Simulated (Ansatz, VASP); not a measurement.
CdSeS3 in VASP and in Ansatz

```
CELL_PARAMETERS angstrom
4.80750 0.00000 0.00000
0.00000 4.80750 0.00000
0.00000 0.00000 4.80750
ATOMIC_POSITIONS crystal
Cd 0.00000 0.00000 0.00000
Se 0.50000 0.50000 0.50000
S 0.50000 0.50000 0.00000
S 0.00000 0.50000 0.50000
S 0.50000 0.00000 0.50000
```

Change from the starting cell: species swapped into the La3AlN type (Pm-3m, No. 221).

Alike in both runs: functional PBE; k mesh 8 × 8 × 8; occupations gaussian, width 0.1 eV; no spin polarisation.

Ansatz relaxed the structure, and its values are those at the end. VASP's run is a single point on that final structure, the one shown.

|  | VASP | Ansatz |
| --- | --- | --- |
| version | VASP 6.6.1 | Ansatz 0.2.0 |
| potentials or method | VASP PAW PBE potentials, release 64 (Cd, Se, S) | scalar-relativistic, plane waves, PAW |
| plane-wave cutoff (eV) | 520 | 420 |
| valence electrons in the cell | 36 | 54 |

```csv
,VASP,Ansatz,Ansatz less VASP
gap on the k mesh at the Fermi level (eV),none,none,-
pressure (GPa),0.0,0.0,+0.02
```

A gap of «none» marks a metal or a gap that the smearing closes. With one functional, cell and mesh, what is left measures potentials, basis and numerics. The two sets of potentials don't hold the same shells in valence.
